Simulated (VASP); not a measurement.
Calculation: PBE GGA, VASP's PBE PAW potentials (set 64) (plane waves; VASP).

VASP input:

File POSCAR:
```
Zn32ClSe31
1.0
 11.4825331920   0.0000000000   0.0000000000
  0.0000000000  11.4825331920   0.0000000000
  0.0000000000   0.0000000000  11.4825331920
Zn Se Cl
32 31 1
Direct
  0.5000000000   0.0000000000   0.0000000000
  0.7500000000   0.2500000000   0.0000000000
  0.7500000000   0.0000000000   0.2500000000
  0.0000000000   0.0000000000   0.0000000000
  0.2500000000   0.2500000000   0.0000000000
  0.5000000000   0.5000000000   0.0000000000
  0.7500000000   0.7500000000   0.0000000000
  0.2500000000   0.0000000000   0.2500000000
  0.4978580000   0.2462030000   0.2537670000
  0.7490390000   0.4989310000   0.2513370000
  0.5000000000   0.0000000000   0.5000000000
  0.7523780000   0.2483420000   0.5042170000
  0.7500000000   0.0000000000   0.7500000000
  0.0000000000   0.5000000000   0.0000000000
  0.2500000000   0.7500000000   0.0000000000
  0.0000000000   0.2500000000   0.2500000000
  0.2500000000   0.5000000000   0.2500000000
  0.5000000000   0.7500000000   0.2500000000
  0.0000000000   0.0000000000   0.5000000000
  0.2500000000   0.2500000000   0.5000000000
  0.4995310000   0.4975700000   0.5034010000
  0.7500000000   0.7500000000   0.5000000000
  0.2500000000   0.0000000000   0.7500000000
  0.5000000000   0.2500000000   0.7500000000
  0.7500000000   0.5000000000   0.7500000000
  0.0000000000   0.7500000000   0.2500000000
  0.0000000000   0.5000000000   0.5000000000
  0.2500000000   0.7500000000   0.5000000000
  0.0000000000   0.2500000000   0.7500000000
  0.2500000000   0.5000000000   0.7500000000
  0.5000000000   0.7500000000   0.7500000000
  0.0000000000   0.7500000000   0.7500000000
  0.6250000000   0.1250000000   0.1250000000
  0.8750000000   0.3750000000   0.1250000000
  0.8750000000   0.1250000000   0.3750000000
  0.1250000000   0.1250000000   0.1250000000
  0.3750000000   0.3750000000   0.1250000000
  0.6250000000   0.6250000000   0.1250000000
  0.8750000000   0.8750000000   0.1250000000
  0.3750000000   0.1250000000   0.3750000000
  0.8750000000   0.6250000000   0.3750000000
  0.6250000000   0.1250000000   0.6250000000
  0.8750000000   0.3750000000   0.6250000000
  0.8750000000   0.1250000000   0.8750000000
  0.1250000000   0.6250000000   0.1250000000
  0.3750000000   0.8750000000   0.1250000000
  0.1250000000   0.3750000000   0.3750000000
  0.3750000000   0.6250000000   0.3750000000
  0.6250000000   0.8750000000   0.3750000000
  0.1250000000   0.1250000000   0.6250000000
  0.3750000000   0.3750000000   0.6250000000
  0.6250000000   0.6250000000   0.6250000000
  0.8750000000   0.8750000000   0.6250000000
  0.3750000000   0.1250000000   0.8750000000
  0.6250000000   0.3750000000   0.8750000000
  0.8750000000   0.6250000000   0.8750000000
  0.1250000000   0.8750000000   0.3750000000
  0.1250000000   0.6250000000   0.6250000000
  0.3750000000   0.8750000000   0.6250000000
  0.1250000000   0.3750000000   0.8750000000
  0.3750000000   0.6250000000   0.8750000000
  0.6250000000   0.8750000000   0.8750000000
  0.1250000000   0.8750000000   0.8750000000
  0.6254110000   0.3791210000   0.3785040000
```

### KPOINTS
```
Automatic mesh
0
Gamma
1 1 1
0 0 0
```

**INCAR**
```
SYSTEM = Zn32ClSe31
PREC = Normal
ENCUT = 400
EDIFF = 1E-5
NELM = 100
ALGO = Fast
LREAL = Auto
LASPH = .TRUE.
ISMEAR = 0
SIGMA = 0.05
GGA = PE
LMAXMIX = 4
LWAVE = .FALSE.
LCHARG = .FALSE.
NELMIN = 4
ISYM = 0
NELECT = 576.0
IBRION = 2
ISIF = 2
NSW = 60
EDIFFG = -0.03
```

POTCAR, in this order: Zn Se Cl (PBE.64 set). Program: vasp_gam.

Output of the run:

File OUTCAR:
```
 ion  position               nearest neighbor table
   1  0.500  0.000  0.000-  33 2.49  46 2.49  54 2.49  62 2.49
   2  0.750  0.250  0.000-  33 2.49  34 2.49  44 2.49  55 2.49
   3  0.750  0.000  0.250-  33 2.49  35 2.49  39 2.49  49 2.49
   4  0.000  0.000  0.000-  36 2.49  39 2.49  44 2.49  63 2.49
   5  0.250  0.250  0.000-  36 2.49  37 2.49  54 2.49  60 2.49
   6  0.500  0.500  0.000-  37 2.49  38 2.49  55 2.49  61 2.49
   7  0.750  0.750  0.000-  38 2.49  39 2.49  56 2.49  62 2.49
   8  0.250  0.000  0.250-  36 2.49  40 2.49  46 2.49  57 2.49
   9  0.498  0.246  0.254-  40 2.42  33 2.50  37 2.52  64 2.55
  10  0.749  0.499  0.251-  64 2.46  41 2.49  34 2.49  38 2.50
  11  0.500  0.000  0.500-  40 2.49  42 2.49  49 2.49  59 2.49
  12  0.752  0.248  0.504-  43 2.45  42 2.46  35 2.49  64 2.54
  13  0.750  0.000  0.750-  42 2.49  44 2.49  53 2.49  62 2.49
  14  0.000  0.500  0.000-  34 2.49  45 2.49  56 2.49  60 2.49
  15  0.250  0.750  0.000-  45 2.49  46 2.49  61 2.49  63 2.49
  16  0.000  0.250  0.250-  34 2.49  35 2.49  36 2.49  47 2.49
  17  0.250  0.500  0.250-  37 2.49  45 2.49  47 2.49  48 2.49
  18  0.500  0.750  0.250-  38 2.49  46 2.49  48 2.49  49 2.49
  19  0.000  0.000  0.500-  35 2.49  50 2.49  53 2.49  57 2.49
  20  0.250  0.250  0.500-  40 2.49  47 2.49  50 2.49  51 2.49
  21  0.500  0.498  0.503-  51 2.44  64 2.45  52 2.48  48 2.52
  22  0.750  0.750  0.500-  41 2.49  49 2.49  52 2.49  53 2.49
  23  0.250  0.000  0.750-  50 2.49  54 2.49  59 2.49  63 2.49
  24  0.500  0.250  0.750-  42 2.49  51 2.49  54 2.49  55 2.49
...
```

### OSZICAR
```
...
RMM:   5    -0.191300100963E+03    0.32181E-03   -0.33613E-03   691   0.102E-01    0.671E-02
RMM:   6    -0.191300171072E+03   -0.70109E-04   -0.92921E-04   710   0.449E-02    0.440E-02
RMM:   7    -0.191300183419E+03   -0.12348E-04   -0.24415E-04   620   0.276E-02    0.211E-02
RMM:   8    -0.191300187859E+03   -0.44398E-05   -0.66194E-05   514   0.133E-02
   2 F= -.19130019E+03 E0= -.19130019E+03  d E =-.175566E+00
       N       E                     dE             d eps       ncg     rms          rms(c)
DAV:   1    -0.191335193831E+03   -0.35010E-01   -0.50697E+01   740   0.993E+00    0.131E+00
RMM:   2    -0.191366541735E+03   -0.31348E-01   -0.44557E-01   690   0.118E+00    0.483E-01
RMM:   3    -0.191368323928E+03   -0.17822E-02   -0.54996E-02   690   0.409E-01    0.322E-01
RMM:   4    -0.191367968647E+03    0.35528E-03   -0.10447E-02   705   0.213E-01    0.240E-01
RMM:   5    -0.191367576716E+03    0.39193E-03   -0.37102E-03   690   0.108E-01    0.713E-02
RMM:   6    -0.191367650920E+03   -0.74204E-04   -0.10121E-03   713   0.473E-02    0.477E-02
RMM:   7    -0.191367662045E+03   -0.11125E-04   -0.25624E-04   612   0.285E-02    0.223E-02
RMM:   8    -0.191367668942E+03   -0.68969E-05   -0.74101E-05   536   0.138E-02
   3 F= -.19136767E+03 E0= -.19136767E+03  d E =-.243047E+00
       N       E                     dE             d eps       ncg     rms          rms(c)
DAV:   1    -0.191368113714E+03   -0.45167E-03   -0.61978E-01   764   0.111E+00    0.145E-01
RMM:   2    -0.191368448685E+03   -0.33497E-03   -0.49136E-03   690   0.118E-01    0.538E-02
RMM:   3    -0.191368475447E+03   -0.26762E-04   -0.65605E-04   682   0.435E-02    0.353E-02
RMM:   4    -0.191368469783E+03    0.56646E-05   -0.11594E-04   583   0.200E-02    0.265E-02
RMM:   5    -0.191368466706E+03    0.30767E-05   -0.48808E-05   502   0.115E-02
   4 F= -.19136847E+03 E0= -.19136847E+03  d E =-.243845E+00
       N       E                     dE             d eps       ncg     rms          rms(c)
DAV:   1    -0.191404817150E+03   -0.36347E-01   -0.15138E+01   724   0.569E+00    0.655E-01
RMM:   2    -0.191412912377E+03   -0.80952E-02   -0.11025E-01   690   0.588E-01    0.218E-01
RMM:   3    -0.191413864486E+03   -0.95211E-03   -0.14610E-02   690   0.214E-01    0.170E-01
RMM:   4    -0.191413820598E+03    0.43888E-04   -0.24584E-03   703   0.104E-01    0.112E-01
RMM:   5    -0.191413757391E+03    0.63207E-04   -0.86802E-04   690   0.544E-02    0.314E-02
RMM:   6    -0.191413770979E+03   -0.13588E-04   -0.18987E-04   660   0.228E-02    0.245E-02
RMM:   7    -0.191413774049E+03   -0.30699E-05   -0.68369E-05   534   0.156E-02
   5 F= -.19141377E+03 E0= -.19141377E+03  d E =-.453073E-01
       N       E                     dE             d eps       ncg     rms          rms(c)
DAV:   1    -0.191426461365E+03   -0.12690E-01   -0.29533E+01   724   0.800E+00    0.895E-01
RMM:   2    -0.191442860714E+03   -0.16399E-01   -0.22034E-01   690   0.847E-01    0.295E-01
RMM:   3    -0.191444744314E+03   -0.18836E-02   -0.28672E-02   690   0.306E-01    0.236E-01
RMM:   4    -0.191444700832E+03    0.43481E-04   -0.48365E-03   702   0.150E-01    0.164E-01
RMM:   5    -0.191444551457E+03    0.14938E-03   -0.17788E-03   690   0.766E-02    0.418E-02
RMM:   6    -0.191444575363E+03   -0.23906E-04   -0.36958E-04   705   0.321E-02    0.331E-02
RMM:   7    -0.191444579448E+03   -0.40853E-05   -0.12880E-04   586   0.206E-02    0.137E-02
RMM:   8    -0.191444582312E+03   -0.28635E-05   -0.31848E-05   462   0.104E-02
   6 F= -.19144458E+03 E0= -.19144458E+03  d E =-.761156E-01
       N       E                     dE             d eps       ncg     rms          rms(c)
DAV:   1    -0.191444692431E+03   -0.11298E-03   -0.15503E+00   756   0.185E+00    0.204E-01
RMM:   2    -0.191445500073E+03   -0.80764E-03   -0.10932E-02   690   0.184E-01    0.666E-02
RMM:   3    -0.191445599394E+03   -0.99321E-04   -0.14931E-03   690   0.687E-02    0.527E-02
RMM:   4    -0.191445596774E+03    0.26206E-05   -0.25660E-04   689   0.330E-02    0.376E-02
RMM:   5    -0.191445588626E+03    0.81473E-05   -0.94356E-05   552   0.173E-02
   7 F= -.19144559E+03 E0= -.19144559E+03  d E =-.771219E-01
       N       E                     dE             d eps       ncg     rms          rms(c)
DAV:   1    -0.191450718359E+03   -0.51216E-02   -0.74387E+00   708   0.440E+00    0.547E-01
RMM:   2    -0.191457690332E+03   -0.69720E-02   -0.83378E-02   690   0.515E-01    0.171E-01
RMM:   3    -0.191458503700E+03   -0.81337E-03   -0.10967E-02   693   0.197E-01    0.135E-01
RMM:   4    -0.191458524646E+03   -0.20946E-04   -0.17936E-03   703   0.937E-02    0.102E-01
RMM:   5    -0.191458467442E+03    0.57204E-04   -0.54305E-04   690   0.465E-02    0.249E-02
RMM:   6    -0.191458476562E+03   -0.91192E-05   -0.12308E-04   628   0.187E-02    0.174E-02
RMM:   7    -0.191458475535E+03    0.10270E-05   -0.42392E-05   495   0.109E-02
   8 F= -.19145848E+03 E0= -.19145848E+03  d E =-.128869E-01
       N       E                     dE             d eps       ncg     rms          rms(c)
DAV:   1    -0.191458696784E+03   -0.22022E-03   -0.49352E-01   756   0.113E+00    0.140E-01
RMM:   2    -0.191459166097E+03   -0.46931E-03   -0.55127E-03   690   0.133E-01    0.439E-02
RMM:   3    -0.191459220578E+03   -0.54481E-04   -0.72791E-04   693   0.510E-02    0.350E-02
RMM:   4    -0.191459222192E+03   -0.16140E-05   -0.11983E-04   664   0.241E-02    0.269E-02
RMM:   5    -0.191459218506E+03    0.36866E-05   -0.37909E-05   504   0.122E-02
   9 F= -.19145922E+03 E0= -.19145922E+03  d E =-.136299E-01
       N       E                     dE             d eps       ncg     rms          rms(c)
DAV:   1    -0.191461591920E+03   -0.23697E-02   -0.16968E+00   716   0.227E+00    0.172E-01
RMM:   2    -0.191462325674E+03   -0.73375E-03   -0.95145E-03   690   0.191E-01    0.640E-02
RMM:   3    -0.191462415566E+03   -0.89892E-04   -0.14266E-03   691   0.720E-02    0.467E-02
RMM:   4    -0.191462413660E+03    0.19067E-05   -0.24300E-04   704   0.350E-02    0.341E-02
RMM:   5    -0.191462404960E+03    0.87002E-05   -0.82779E-05   636   0.174E-02
  10 F= -.19146240E+03 E0= -.19146240E+03  d E =-.318645E-02
       N       E                     dE             d eps       ncg     rms          rms(c)
DAV:   1    -0.191462707996E+03   -0.29434E-03   -0.27528E-01   764   0.917E-01    0.744E-02
RMM:   2    -0.191462830922E+03   -0.12293E-03   -0.16215E-03   690   0.790E-02    0.283E-02
RMM:   3    -0.191462848557E+03   -0.17635E-04   -0.25526E-04   693   0.303E-02    0.191E-02
RMM:   4    -0.191462849330E+03   -0.77298E-06   -0.45403E-05   506   0.153E-02
  11 F= -.19146285E+03 E0= -.19146285E+03  d E =-.363082E-02
       N       E                     dE             d eps       ncg     rms          rms(c)
DAV:   1    -0.191462872821E+03   -0.24264E-04   -0.21846E-02   763   0.260E-01    0.213E-02
RMM:   2    -0.191462882839E+03   -0.10018E-04   -0.14045E-04   689   0.268E-02    0.101E-02
RMM:   3    -0.191462884085E+03   -0.12459E-05   -0.22795E-05   421   0.923E-03    0.714E-03
RMM:   4    -0.191462884175E+03   -0.90469E-07   -0.49033E-06   389   0.594E-03
  12 F= -.19146288E+03 E0= -.19146288E+03  d E =-.366567E-02
       N       E                     dE             d eps       ncg     rms          rms(c)
DAV:   1    -0.191463243393E+03   -0.35931E-03   -0.45927E-01   708   0.118E+00    0.132E-01
RMM:   2    -0.191463686158E+03   -0.44276E-03   -0.51237E-03   690   0.125E-01    0.412E-02
RMM:   3    -0.191463744347E+03   -0.58189E-04   -0.70056E-04   691   0.485E-02    0.355E-02
RMM:   4    -0.191463746658E+03   -0.23107E-05   -0.11191E-04   629   0.223E-02    0.284E-02
RMM:   5    -0.191463743004E+03    0.36536E-05   -0.36294E-05   499   0.117E-02
  13 F= -.19146374E+03 E0= -.19146374E+03  d E =-.858829E-03
```

OUTCAR:
```
------------------------ aborting loop because EDIFF is reached ----------------------------------------
  FORCE on cell =-STRESS in cart. coord.  units (eV):
  Direction    XX          YY          ZZ          XY          YZ          ZX
  --------------------------------------------------------------------------------------
  Total       -6.2274689     -6.2216404     -6.2233420      0.0165968      0.0002987      0.0047070
  in kB       -6.5903582     -6.5841901     -6.5859909      0.0175639      0.0003161      0.0049813
  external PRESSURE =      -6.5868464 kB  Pullay stress =       0.0000000 kB
  volume of cell :     1513.96
      direct lattice vectors                 reciprocal lattice vectors
    11.482533192  0.000000000  0.000000000     0.087088797  0.000000000  0.000000000
     0.000000000 11.482533192  0.000000000     0.000000000  0.087088797  0.000000000
     0.000000000  0.000000000 11.482533192     0.000000000  0.000000000  0.087088797
  FREE ENERGIE OF THE ION-ELECTRON SYSTEM (eV)
  ---------------------------------------------------
  free  energy   TOTEN  =      -191.4637430039 eV

  energy  without entropy=     -191.4637430039  energy(sigma->0) =     -191.46374300

 reached required accuracy - stopping structural energy minimisation
```
(Selected blocks of OUTCAR.)

CONTCAR:
```
Zn32ClSe31
   1.00000000000000
    11.4825331920000000    0.0000000000000000    0.0000000000000000
     0.0000000000000000   11.4825331920000000    0.0000000000000000
     0.0000000000000000    0.0000000000000000   11.4825331920000000
  Zn              Se              Cl
    32    31     1
Direct
     0.4995618265512358    0.9995110734841469    0.9998398490443807
     0.7498820546588337    0.2500426178974108    0.9988778135667497
     0.7499089977845553    0.9986204169474425    0.2502245537538205
     0.0001508391366826    0.9997494292920438    0.9999658119283138
     0.2496955086831866    0.2495718018682376    0.9999120666201932
     0.5000496245736982    0.4997858171030906    0.9989193237858971
     0.7504162776756360    0.7503653177350526    0.9997802994778663
     0.2494032851125192    0.9993653867438164    0.2496323989615323
     0.4907126384794603    0.2405803591173055    0.2412557098064630
     0.7590389743963460    0.5091344029935485    0.2412152060870545
     0.5000854584881675    0.9984976545262472    0.5001085333693460
     0.7598364818955712    0.2402999862517742    0.5101590169064020
     0.7504269265406285    0.9993481158814973    0.7507381883725746
     0.0003578397576375    0.5003735061972127    0.9998471243068128
     0.2497868923123427    0.7501018896970023    0.9999766718576654
     0.0012875232375762    0.2500262745864310    0.2502204212344152
     0.2486988275500134    0.4999020623967058    0.2502454238150829
     0.5000064847855586    0.7511823537899078    0.2502532591890203
     0.0004847837148844    0.9993834551639162    0.5005281461422026
     0.2485712930908216    0.2500305944827130    0.5001357409277999
     0.4906746972738938    0.5092150213883846    0.5097517486351150
     0.7499213286972302    0.7512755560284780    0.5001000728074533
     0.2498163714034284    0.9997547200144277    0.7503517176496741
     0.5000256343741522    0.2499875486564956    0.7515661679173316
     0.7499196245934583    0.4999262235286320    0.7515705339239960
     0.0004604965608892    0.7503759067147873    0.2496740332348220
     0.0013416709944157    0.4998817179319833    0.5000616670777839
     0.2495241816356230    0.7503934813763420    0.5005656388395991
     0.0006247620395294    0.2494967741863648    0.7508895740046274
     0.2493804263059005    0.5004379656147466    0.7507642399059113
     0.4995458615952769    0.7504703723814857    0.7507962898126137
     0.0001484731957221    0.7501437450416095    0.7503093520897123
     0.6261085558729039    0.1250290487638017    0.1252845772354212
     0.8748370692636914    0.3738527570065545    0.1252892782392449
     0.8750064782900080    0.1249396095345337    0.3740523692489097
     0.1249943812823160    0.1249886667668592    0.1251388917349997
     0.3751143748875342    0.3760083593408574    0.1253809407734747
     0.6238324927537174    0.6248604729372953    0.1252286539718908
     0.8749648565585607    0.8749234475924261    0.1251704791979930
     0.3748455103319175    0.1247878561654553    0.3763715698151660
     0.8749722256672209    0.6249381275613959    0.3762869546711333
     0.6238733517233297    0.1248086680067751    0.6252956570678541
     0.8752201947372890    0.3761376300121243    0.6254095435155997
     0.8749267976889428    0.1249645183314489    0.8752002387215868
     0.1249818509344987    0.6249047702479460    0.1251735514453515
     0.3750142675500550    0.8749193008302776    0.1251669185886998
     0.1249825610486649    0.3749639668767957    0.3751120231004831
     0.3750325994084565    0.6248620524781195    0.3741437439804774
     0.6249929313340231    0.8749051138305987    0.3751089064368779
     0.1249128108525254    0.1249378134531819    0.6251577874480777
     0.3748242882344999    0.3738116738951794    0.6253209695686036
     0.6261116839980869    0.6250557702892285    0.6252940748023773
     0.8749716576600112    0.8749716425651434    0.6251169297322362
     0.3749991705520552    0.1249480816080127    0.8752658842456640
     0.6249700948977522    0.3749444176619741    0.8751775365088527
     0.8749913703064974    0.6249558973955132    0.8752282922481142
     0.1249493460777170    0.8748516325608783    0.3751260999327495
     0.1250010121764215    0.6249603844542052    0.6251137381384442
     0.3749999700448349    0.8748658559796546    0.6251695266579690
     0.1250308743708090    0.3749703080618630    0.8754016294659406
     0.3750102060159469    0.6248872907573364    0.8752211150334425
     0.6249774184084035    0.8749439670876969    0.8753235421394343
     0.1249801920328090    0.8749381801390689    0.8751360635104733
     0.6250403379436276    0.3750981687885614    0.3761219177702217
```

### OUTCAR
```
 val. band max:        1.2651405048   @ k =   0.0000   0.0000   0.0000

 cond. band min:       2.3950703148   @ k =   0.0000   0.0000   0.0000


 Fermi energy:         1.5605829526

 k-point     1 :       0.0000    0.0000    0.0000
  band No.  band energies     occupation
      1     -14.0381      2.00000
      2     -11.6881      2.00000
      3     -11.2864      2.00000
      4     -11.2854      2.00000
      5     -11.2849      2.00000
      6     -11.2602      2.00000
      7     -11.2601      2.00000
      8     -11.1873      2.00000
      9     -11.0623      2.00000
     10     -11.0618      2.00000
     11     -11.0617      2.00000
     12     -11.0187      2.00000
     13     -11.0177      2.00000
     14     -11.0173      2.00000
     15     -10.9964      2.00000
     16     -10.9958      2.00000
     17     -10.9957      2.00000
     18     -10.9842      2.00000
     19     -10.9833      2.00000
     20     -10.9391      2.00000
     21     -10.9390      2.00000
     22     -10.9387      2.00000
     23     -10.9382      2.00000
     24     -10.8366      2.00000
     25     -10.7771      2.00000
     26     -10.7770      2.00000
     27     -10.7285      2.00000
     28     -10.7278      2.00000
     29     -10.7276      2.00000
     30     -10.6919      2.00000
     31     -10.6918      2.00000
     32     -10.6809      2.00000
     33      -5.2455      2.00000
     34      -5.2450      2.00000
     35      -5.2448      2.00000
     36      -5.2269      2.00000
     37      -5.2269      2.00000
     38      -5.2065      2.00000
     39      -5.2063      2.00000
     40      -5.2061      2.00000
     41      -5.1998      2.00000
     42      -5.1986      2.00000
     43      -5.1982      2.00000
     44      -5.1938      2.00000
     45      -5.1611      2.00000
     46      -5.1608      2.00000
     47      -5.1606      2.00000
     48      -5.1394      2.00000
     49      -5.1394      2.00000
     50      -5.1084      2.00000
     51      -5.1074      2.00000
...
```

The cell is charged, with a uniform compensating background. The supercell is sampled at Γ alone, which is coarse: total energies, pressure and levels can be off, energies of defects by several tenths of an eV.

The cell is a supercell with a defect, built from ZnSe (zinc blende): Cl_Se, charge +1. The run is not spin-polarised, so no state with unpaired spins was tried.
